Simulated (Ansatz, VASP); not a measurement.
## Pt (linear Pt chain): VASP beside Ansatz

Wanted: the spread between two codes on one cell, functional and k mesh. The cell is taken from a series of runs on this material, whose earlier steps may have relaxed, scaled, displaced or heated it; both programs get it as it stands.

Calculated with Ansatz 0.2.0; plane waves, with VASP 6.6.1 beside it; single point at PBE.

## 1. Starting point

The cell holds 1 atom: 1 Pt. Its edges and angles: a = 7.500 Å, b = 7.500 Å, c = 3.057 Å, α = 90.0°, β = 90.0°, γ = 90.0°. Vacuum lies along a and b. The structure's axis is c.

## 2. Ansatz: single point, PBE

Ansatz runs on its default PAW (the set named soft_2) files.

A single point gives forces, pressure and levels at one fixed geometry, so differences don't come from the geometry; what else differs is listed under the comparison.

Contents of input.yaml:

```yaml
crystal:
  lattice:
    - [7.5, 0.0, 0.0]
    - [0.0, 7.5, 0.0]
    - [0.0, 0.0, 3.0569710399]
  atoms:
    - { symbol: Pt, position: [0.5, 0.5, 0.0], spin: 0.6 }
magnetization:
  spin_polarized: true
kpoints:
  mp_grid: { grid: [1, 1, 27] }
scf:
  occupations: { method: fermi_dirac, width: 0.05 }
hamiltonian:
  xc: pbe
output:
  transmission:
    e_range: [-2, 2]
    de: 0.035
    kmesh: [1, 1]
    reduced_basis: true
    leads: [[0, 0]]
  stress: true
```

Command:

```console
$ ansatz run input.yaml --threads 4 --pin off --max-ram 8192MiB --backend cpu --events-out ev --progress --plain --runs-dir out
```

Numbers of over 12 decimals in the logs are rounded to 6 here.

The log of the run:

```text
Engine: ansatz 0.2.0, aarch64-unknown-linux-gnu
Pseudopotentials: kind: paw
Pseudopotential: Pt, paw, valence charge 18, recommended cutoff 420 eV (normal), Pt.paw.azcp
Functional definition: PBE
  parameter kappa = 0.804
  parameter beta = 0.066725
  exchange = pbe_x(kappa = kappa, mu = beta*pi^2/3)
  correlation = pbe_c(beta = beta)
Crystal: 1 atoms, lattice volume = 171.955 Å³
Basis set: ecut = 420 eV, 3363 PW (Γ)
Bands: 14, of which v1, the nominal top of the filled ones, is band 9 counted from 1 (8 counted from 0)
Symmetry: 16 space group operations
Space group: P4/mmm (ITA 123), of the structure as read, at distance tolerance 5.6e-5 Å
Magnetic group: BNS 123.339 (UNI 999), of the structure as read, at distance tolerance 5.6e-5 Å
k-points: 14 of 27
Non-local potential: Pt, projectors of the file, l = 0: 3, l = 1: 2, l = 2: 2, l = 3: 1
PAW form: soft (Blöchl's): semilocal exchange-correlation on the pseudo side does not see the compensation charge
PAW one-centre angular grid: Pt, 590 points (default); XC on 64 Gauss nodes
Initial density: superposition of atomic densities (neutral atoms: chi_scale 0, normalization atom)
Starting moments: Σ|m| = 0.6 μB on 1 of 1 site
Initial wavefunctions: pseudopotential atomic-orbital guess
Functional: x = pbe(κ = 0.804, μ = 0.219515), c = pbe(β = 0.066725)
iter 1 solved again at ethr=1.05e-3 eV; its pass at ethr=3.10e-3 eV (dr2=1.89e-1 eV) is discarded
SCF iter   1: F=—  HF=-12519.001740 eV  |F-HF|=—  |Δ(HF+E_count)|=         —  Δρ=1.24e-2 (↑5.50e-3 ↓1.24e-2)  dr2=1.89e-1  dr2_m=9.81e-2  M=1.109 μB ∫|m|=1.109 μB  β_m=0.30  ethr=1.05e-3  ⟨swp⟩=1.0  Hψ=2481  notcnv=0
Mixer restart at iter 1: flushing history
preconditioner: auto → LDOS  [metal: Δε(μ)=0.039 eV  Ē_g=6.178 eV  σ=0.050 eV  W_gap=0.19  n_scr=12 (ndim 8)  ℏωp=9.0 eV  f_vac=0.709  D(μ)=6.54/eV (n_scr^D=46)]
spin=Collinear: LDOS preconditioning applied to the charge; magnetization (m = ρ↑ − ρ↓) channel mixes plain (no charge-response kernel on spin).
SCF iter   2: F=—  HF=-12519.015402 eV  |F-HF|=—  |Δ(HF+E_count)|=   1.37e-2  Δρ=8.15e-3 (↑4.15e-3 ↓8.15e-3)  dr2=5.94e-2  dr2_m=4.95e-2  M=1.116 μB ∫|m|=1.116 μB  β_m=0.55  ethr=1.05e-3  ⟨swp⟩=2.2  Hψ=493  notcnv=0
SCF iter   3: F=—  HF=-12519.056568 eV  |F-HF|=—  |Δ(HF+E_count)|=   4.12e-2  Δρ=1.79e-3 (↑1.49e-3 ↓1.79e-3)  dr2=1.45e-3  dr2_m=3.58e-3  M=1.168 μB ∫|m|=1.169 μB  β_m=0.78  ethr=3.30e-4  ⟨swp⟩=2.1  Hψ=681  notcnv=0
SCF iter   4: F=—  HF=-12519.062191 eV  |F-HF|=—  |Δ(HF+E_count)|=   5.62e-3  Δρ=4.73e-4 (↑2.26e-4 ↓4.73e-4)  dr2=1.84e-4  dr2_m=1.14e-4  M=1.215 μB ∫|m|=1.215 μB  β_m=0.89  ethr=8.08e-6  ⟨swp⟩=2.0  Hψ=864  notcnv=0
SCF iter   5: F=—  HF=-12519.062468 eV  |F-HF|=—  |Δ(HF+E_count)|=   2.76e-4  Δρ=2.13e-4 (↑8.62e-5 ↓2.13e-4)  dr2=1.20e-4  dr2_m=1.75e-5  M=1.220 μB ∫|m|=1.221 μB  β_m=0.94  ethr=1.02e-6  ⟨swp⟩=2.0  Hψ=782  notcnv=0
SCF iter   6: F=—  HF=-12519.062468 eV  |F-HF|=—  |Δ(HF+E_count)|=   3.65e-8  Δρ=1.08e-4 (↑3.41e-5 ↓1.08e-4)  dr2=1.50e-5  dr2_m=5.08e-6  M=1.223 μB ∫|m|=1.223 μB  β_m=0.97  ethr=6.65e-7  ⟨swp⟩=2.5  Hψ=592  notcnv=0
SCF iter   7: F=—  HF=-12519.062469 eV  |F-HF|=—  |Δ(HF+E_count)|=   9.69e-7  Δρ=6.45e-5 (↑9.77e-6 ↓6.45e-5)  dr2=1.45e-6  dr2_m=1.88e-6  M=1.224 μB ∫|m|=1.224 μB  β_m=0.99  ethr=8.33e-8  ⟨swp⟩=2.4  Hψ=598  notcnv=0
SCF iter   8: F=—  HF=-12519.062472 eV  |F-HF|=—  |Δ(HF+E_count)|=   3.56e-6  Δρ=5.82e-5 (↑4.05e-6 ↓5.82e-5)  dr2=1.11e-6  dr2_m=1.48e-6  M=1.224 μB ∫|m|=1.224 μB  β_m=0.99  ethr=8.06e-9  ⟨swp⟩=2.0  Hψ=622  notcnv=0
SCF iter   9: F=—  HF=-12519.062476 eV  |F-HF|=—  |Δ(HF+E_count)|=   4.28e-6  Δρ=5.02e-5 (↑4.73e-6 ↓5.02e-5)  dr2=8.12e-7  dr2_m=1.12e-6  M=1.224 μB ∫|m|=1.224 μB  β_m=0.41  ethr=6.15e-9  ⟨swp⟩=2.0  Hψ=636  notcnv=0
SCF iter  10: F=—  HF=-12519.062484 eV  |F-HF|=—  |Δ(HF+E_count)|=   7.98e-6  Δρ=3.02e-5 (↑3.22e-6 ↓3.02e-5)  dr2=2.88e-7  dr2_m=4.20e-7  M=1.224 μB ∫|m|=1.224 μB  β_m=0.80  ethr=4.51e-9  ⟨swp⟩=3.0  Hψ=742  notcnv=0
SCF iter  11: F=—  HF=-12519.062488 eV  |F-HF|=—  |Δ(HF+E_count)|=   3.94e-6  Δρ=1.19e-5 (↑3.22e-6 ↓1.19e-5)  dr2=7.81e-8  dr2_m=7.13e-8  M=1.224 μB ∫|m|=1.224 μB  β_m=0.90  ethr=1.60e-9  ⟨swp⟩=3.0  Hψ=876  notcnv=0
SCF iter  12: F=—  HF=-12519.062488 eV  |F-HF|=—  |Δ(HF+E_count)|=   1.29e-7  Δρ=5.03e-6 (↑1.40e-6 ↓5.03e-6)  dr2=1.43e-8  dr2_m=1.29e-8  M=1.224 μB ∫|m|=1.224 μB  β_m=0.95  ethr=4.34e-10  ⟨swp⟩=2.8  Hψ=740  notcnv=0
SCF iter  13: F=—  HF=-12519.062489 eV  |F-HF|=—  |Δ(HF+E_count)|=   2.75e-8  Δρ=4.63e-6 (↑2.53e-7 ↓4.63e-6)  dr2=1.05e-8  dr2_m=8.59e-9  M=1.224 μB ∫|m|=1.224 μB  β_m=0.89  ethr=7.94e-11  ⟨swp⟩=3.1  Hψ=846  notcnv=0
SCF iter  14: F=-12519.062489 eV  HF=-12519.062489 eV  |F-HF|=2.55e-10  |Δ(HF+E_count)|=   4.07e-8  Δρ=7.96e-7 (↑1.09e-7 ↓7.96e-7)  dr2=5.44e-10  dr2_m=2.46e-10  M=1.224 μB ∫|m|=1.224 μB  ethr=5.81e-11  ⟨swp⟩=1.9  Hψ=1315  notcnv=0
SCF 1 converged in 14 iterations: F = -12519.062489 eV  dr2 = 5.44e-10
  greatest PAW one-centre occupation: 1.000 electrons in one spin orbital (limit 2), on the Pt atom at site 0 (counted from 0), in its partial waves of l = 0
transmission: 8 of 48 steps passed
transmission: 12 of 48 steps passed
[...]
transmission: 48 of 48 steps passed
SCF converged after 14 iterations
Magnetization: 1.2242 μB (9.6121 up, 8.3879 down)
Absolute magnetization: 1.2245 μB (∫|ρ↑−ρ↓|, with the PAW one-centre terms)
Spin contamination: 0.0018 ħ² per cell (⟨S²⟩ above its minimum at these occupations)
Per-site moments (μB) at R_I (Å): [(1.073490, 1.261001)]
Free energy (F): -12519.062489 eV
Harris-Foulkes:  -12519.062489 eV  (|F-HF|=2.55e-10)
Internal energy: -12519.012382 eV  (E = F + TS)
E sigma→0 (E₀):  -12519.037435 eV
Entropy (-TS):   -0.050107 eV (-50.107 meV/atom)
Fermi energy:    -3.588322 eV
--- Per-component energies (eV) ---
  E_band       = -569.842132
  E_kinetic    = 633.488545
  E_local      = -4853.216865  (includes V_loc(G=0)·N_el)
  E_nonlocal   = 203.824198
  E_hartree    = 2015.836848
  E_xc         = -256.208327
  E_vxc        = -294.917192  (∫ρ·V_xc dr)
  E_paw        = -9455.410429  (= ΣΔE_a)
  E_vpaw       = -290.695584  (= ΣTr[D̂ρ^β])
  E_aug_tail   = 0.000198  (compensation charges beyond the density's cutoff)
  E_ewald      = -807.326551
  E_smearing   = -0.050107  (= −TS)
  E_closure    = 0.000000  (closes the sum)
  Σ components = -12519.062489   (vs F -12519.062489, Δ=0.00e0)
--- Stress (GPa, compression-positive) ---
       -0.098049       0.000000       0.000000
        0.000000      -0.098049       0.000000
        0.000000       0.000000      -5.752312
  P = ⅓ Tr σ = -1.9828 GPa (-19.828 kbar)
--- Band table (eV; the first three rows and the last of 28) ---
  k-point 0 ↑: bands = [... 5 lower, -4.5505, -4.5058, -4.4505, -4.0494, -4.0494, 0.6316, 0.6316, 2.0339, ... 1 higher]
  k-point 1 ↑: bands = [... 5 lower, -4.5474, -4.5027, -4.4414, -4.0726, -4.0726, 0.6678, 0.6678, 2.0546, ... 1 higher]
  k-point 2 ↑: bands = [... 5 lower, -4.5383, -4.4933, -4.4141, -4.1395, -4.1395, 0.7739, 0.7739, 2.1168, ... 1 higher]
  k-point 13 ↓: bands = [... 5 lower, -4.6387, -3.6315, -3.5950, -3.4145, -0.0528, 0.7974, 4.5636, 4.5636, ... 1 higher]
--- Transmission ---
  basis      : 497 plane waves across, 4 finite elements along
  points     : 1, standing for a mesh of 1 x 1
  filling    : by the input's occupations and mesh, since the crystals that have channels conduct as metals do. If one of these is a semiconductor, that mesh has misplaced its level
  energies   : 115 from -2.000000 to 1.990000 eV about the Fermi level, 0.035000 eV apart; the leads are filled to 0.000000 eV, and channels, transmission and decay are at -0.005000 eV
  crystal 0  : Pt1, at the sites [0, 0], period 3.0570 Å: whole cells are its period
    offset         : up to 0.0000 Å between an atom of the period and one for which it stands
    filled         : 14.1 meV over the level at which it is neutral
    channels       : 1.000000e0 up, 4.000000e0 down
    conductance    : 3.8606e14 S/m² at 300 K; may be off by some 0.0 % by where its bands' edges are placed, 4.0 % from the distance to neutral
```

## 3. VASP: single point, PBE

The same cell, functional, mesh and smearing now go to VASP, with its own data sets.

Lines of VASP's logs that name or quote its potential files are left out, and so is its time.

Contents of INCAR:

```
SYSTEM = Pt
PREC = Accurate
ENCUT = 500
EDIFF = 1E-06
NELM = 200
ISMEAR = -1
SIGMA = 0.05
LREAL = .FALSE.
ALGO = Normal
GGA = PE
NBANDS = 12
ISPIN = 2
MAGMOM = 1.07
LASPH = .TRUE.
LMAXMIX = 4
LORBIT = 11
LWAVE = .FALSE.
LCHARG = .FALSE.
ISIF = 2
GGA_COMPAT = .FALSE.
```

Contents of POSCAR:

```
Pt
1.0
    7.5000000000      0.0000000000      0.0000000000
    0.0000000000      7.5000000000      0.0000000000
    0.0000000000      0.0000000000      3.0569710399
Pt
1
Direct
    0.5000000000      0.5000000000      0.0000000000
```

Contents of KPOINTS:

```
Automatic mesh
0
Gamma
1 1 27
0 0 0
```

The projector-augmented-wave data sets are Pt (PBE family, release 64).

Command:

```console
$ mpirun -np 1 vasp_std
```

The log of the run:

```text
[banner, memory and clock lines left out]
running    1 mpi-ranks, on    1 nodes
 distrk:  each k-point on    1 cores,    1 groups
 distr:  one band on    1 cores,    1 groups

 POSCAR found type information on POSCAR Pt
 POSCAR found :  1 types and       1 ions
 LDA part: xc-table for (Slater+PW92), standard interpolation
 POSCAR, INCAR and KPOINTS ok, starting setup
 FFT: planning ... GRIDC
 FFT: planning ... GRID_SOFT
 FFT: planning ... GRID
 WAVECAR not read
 entering main loop
       N       E                     dE             d eps       ncg     rms          rms(c)
DAV:   1     0.510828658377E+02    0.51083E+02   -0.28659E+03   672   0.527E+02
DAV:   2     0.106340975521E+01   -0.50019E+02   -0.43645E+02  1136   0.879E+01
DAV:   3    -0.222200311001E+01   -0.32854E+01   -0.31032E+01   736   0.272E+01
DAV:   4    -0.224870498494E+01   -0.26702E-01   -0.26686E-01   820   0.288E+00
DAV:   5    -0.224919923498E+01   -0.49425E-03   -0.49422E-03   796   0.446E-01    0.285E+00
DAV:   6    -0.211858233987E+01    0.13062E+00   -0.54537E-01   700   0.421E+00    0.172E+00
DAV:   7    -0.214515857418E+01   -0.26576E-01   -0.20716E-02   684   0.952E-01    0.885E-01
DAV:   8    -0.214750276764E+01   -0.23442E-02   -0.75431E-03   704   0.459E-01    0.559E-01
DAV:   9    -0.214984505627E+01   -0.23423E-02   -0.27811E-03   684   0.229E-01    0.323E-01
DAV:  10    -0.215124142038E+01   -0.13964E-02   -0.59571E-04   672   0.149E-01    0.175E-01
DAV:  11    -0.215104219305E+01    0.19923E-03   -0.34234E-04   696   0.959E-02    0.576E-02
DAV:  12    -0.215120434786E+01   -0.16215E-03   -0.43882E-05   736   0.431E-02    0.554E-02
DAV:  13    -0.215123117378E+01   -0.26826E-04   -0.87667E-06   736   0.232E-02    0.540E-02
DAV:  14    -0.215130995345E+01   -0.78780E-04   -0.63052E-05   700   0.600E-02    0.482E-02
DAV:  15    -0.215127491295E+01    0.35040E-04   -0.60255E-04   672   0.182E-01    0.243E-02
DAV:  16    -0.215132682927E+01   -0.51916E-04   -0.16634E-04   680   0.117E-01    0.181E-02
DAV:  17    -0.215133087718E+01   -0.40479E-05   -0.26848E-05   704   0.435E-02    0.636E-03
DAV:  18    -0.215133300894E+01   -0.21318E-05   -0.66258E-06   696   0.210E-02    0.332E-03
DAV:  19    -0.215133321586E+01   -0.20692E-06   -0.41731E-06   688   0.177E-02
   1 F= -.21513332E+01 E0= -.21256657E+01  d E =-.513350E-01  mag=     1.2240
```

OUTCAR, selected parts (step 3):

```text
ion  position               nearest neighbor table
   1  0.500  0.500  0.000-

  LATTYP: Found a simple tetragonal cell.
 ALAT       =     7.5000000000
 C/A-ratio  =     0.4075961387

 Subroutine GETGRP returns: Found 16 space group operations
 (whereof 16 operations were pure point group operations)

The static configuration has the point symmetry D_4h.

 Found     14 irreducible k-points:

   k-points           NKPTS =     14   k-points in BZ     NKDIM =     14   number of bands    NBANDS=     12

   dimension x,y,z NGX =    56 NGY =   56 NGZ =   24
   dimension x,y,z NGXF=   112 NGYF=  112 NGZF=   48

   ENCUT  =  500.0 eV  36.75 Ry    6.06 a.u.  13.67 13.67  5.57*2*pi/ulx,y,z

   NELECT =      10.0000    total number of electrons

 k-points in reciprocal lattice and weights: Automatic mesh
   0.00000000  0.00000000  0.00000000       0.037
   0.00000000  0.00000000  0.03703704       0.074
   0.00000000  0.00000000  0.07407407       0.074
   0.00000000  0.00000000  0.11111111       0.074
   0.00000000  0.00000000  0.14814815       0.074
   0.00000000  0.00000000  0.18518519       0.074
   0.00000000  0.00000000  0.22222222       0.074
   0.00000000  0.00000000  0.25925926       0.074
   0.00000000  0.00000000  0.29629630       0.074
[...]
0.00000000  0.00000000  0.44444444       0.074
   0.00000000  0.00000000  0.48148148       0.074

 average (electrostatic) potential at core
       1 -76.8072

 E-fermi :  -4.6609

 spin component 1
 k-point     1 :       0.0000    0.0000    0.0000
  band No.  band energies     occupation
    ...
      2      -5.6380      1.00000
      3      -5.5692      1.00000
      4      -5.5258      1.00000
      5      -5.1260      0.99991
      6      -5.1260      0.99991
      7      -0.4355      0.00000
      8      -0.4355      0.00000
      9       0.9673      0.00000
     10       2.3388      0.00000
     11       4.1836      0.00000
    ...

 k-point     2 :       0.0000    0.0000    0.0370
  band No.  band energies     occupation
    ...
      2      -5.6349      1.00000
      3      -5.5660      1.00000
      4      -5.5168      1.00000
      5      -5.1492      0.99994
      6      -5.1492      0.99994
      7      -0.3994      0.00000
      8      -0.3994      0.00000
      9       0.9880      0.00000
     10       2.3595      0.00000
     11       4.2077      0.00000
    ...

 k-point     3 :       0.0000    0.0000    0.0741
  band No.  band energies     occupation
    ...
      2      -5.6258      1.00000
      3      -5.5567      1.00000
      4      -5.4895      1.00000
      5      -5.2158      0.99998
      6      -5.2158      0.99998
      7      -0.2933      0.00000
      8      -0.2933      0.00000
      9       1.0501      0.00000
     10       2.4216      0.00000
     11       4.2797      0.00000
    ...

 k-point     4 :       0.0000    0.0000    0.1111
  band No.  band energies     occupation
    ...
      2      -5.6112      1.00000
      3      -5.5417      1.00000
      4      -5.4439      1.00000
      5      -5.3184      1.00000
      6      -5.3184      1.00000
      7      -0.1236      0.00000
      8      -0.1236      0.00000
      9       1.1538      0.00000
     10       2.5251      0.00000
     11       4.3989      0.00000
    ...

 k-point     5 :       0.0000    0.0000    0.1481
  band No.  band energies     occupation
    ...
      2      -5.5918      1.00000
      3      -5.5217      1.00000
      4      -5.4469      1.00000
      5      -5.4469      1.00000
      6      -5.3790      1.00000
      7       0.1016      0.00000
      8       0.1016      0.00000
      9       1.2992      0.00000
     10       2.6702      0.00000
     11       4.5643      0.00000
    ...

 k-point     6 :       0.0000    0.0000    0.1852
  band No.  band energies     occupation
    ...
      2      -5.5908      1.00000
      3      -5.5908      1.00000
      4      -5.5685      1.00000
      5      -5.4979      1.00000
      6      -5.2917      1.00000
      7       0.3742      0.00000
      8       0.3742      0.00000
      9       1.4865      0.00000
     10       2.8569      0.00000
     11       4.7744      0.00000
    ...

  Total       -0.1163543     -0.1163543     -6.1555966      0.0000000      0.0000000      0.0000000
  in kB       -1.0841245     -1.0841245    -57.3544191      0.0000000      0.0000000      0.0000000
  external PRESSURE =     -19.8408894 kB  Pullay stress =       0.0000000 kB

  energy-cutoff  :      500.00
  volume of cell :      171.95
      direct lattice vectors                 reciprocal lattice vectors
     7.500000000  0.000000000  0.000000000     0.133333333  0.000000000  0.000000000
     0.000000000  7.500000000  0.000000000     0.000000000  0.133333333  0.000000000
     0.000000000  0.000000000  3.056971040     0.000000000  0.000000000  0.327121189

 POSITION                                       TOTAL-FORCE (eV/Angst)
 -----------------------------------------------------------------------------------
      3.75000      3.75000      0.00000         0.000000      0.000000      0.000000
 -----------------------------------------------------------------------------------
    total drift:                                0.000000      0.000000      0.000000

  FREE ENERGIE OF THE ION-ELECTRON SYSTEM (eV)
  ---------------------------------------------------
  free  energy   TOTEN  =        -2.1513332159 eV

  energy  without entropy=       -2.0999982170  energy(sigma->0) =       -2.12566572

 total charge
# of ion       s       p       d       tot
------------------------------------------
    1        0.562   0.048   8.000   8.611

 magnetization (x)
# of ion       s       p       d       tot
------------------------------------------
    1        0.102   0.003   0.999   1.104

[... 6 further parts left out ...]
```

## 4. Side by side

Known differences besides the potentials themselves: VASP starts from the moments at which Ansatz ended; the data sets hold 18 valence electrons in Ansatz (on its default PAW (the set named soft_2) files) and 10 in VASP; the cutoff is 420 eV in Ansatz and 500 eV in VASP; site moments are counted in spheres of each program's own size. Total energies have different zeros and are not compared.

Compared:

```
          quantity  Ansatz   VASP  difference
    pressure (GPa)   -1.98  -1.98        0.00
 total moment (μB)    1.22   1.22        0.00
moment on Pt1 (μB)    1.07   1.10       -0.03
```

## 5. Results

| Item | Value |
| --- | --- |
| difference in total moment (single point, PBE) | 1.6e-4 μB |

**Reading.** The difference in total moment is 1.6e-4 μB (single point, PBE). The data sets hold unlike numbers of valence electrons (18 in Ansatz and 10 in VASP), so part of the differences comes from the potentials. How closely two codes agree says nothing of how well the functional describes the real material.

[Lines on the potential files, build, host, timing and source positions are cut from VASP's logs without a mark.]

[Logs are printed without paths, hosts, clocks, repeated set-up lines and the standing remarks that a program may print on its own settings, such as how far it seeks lower states.]

[Hosts, paths, dates, database ids (printed as entryN), source tags and the programs' standing remarks are cut or masked in the printed files.]
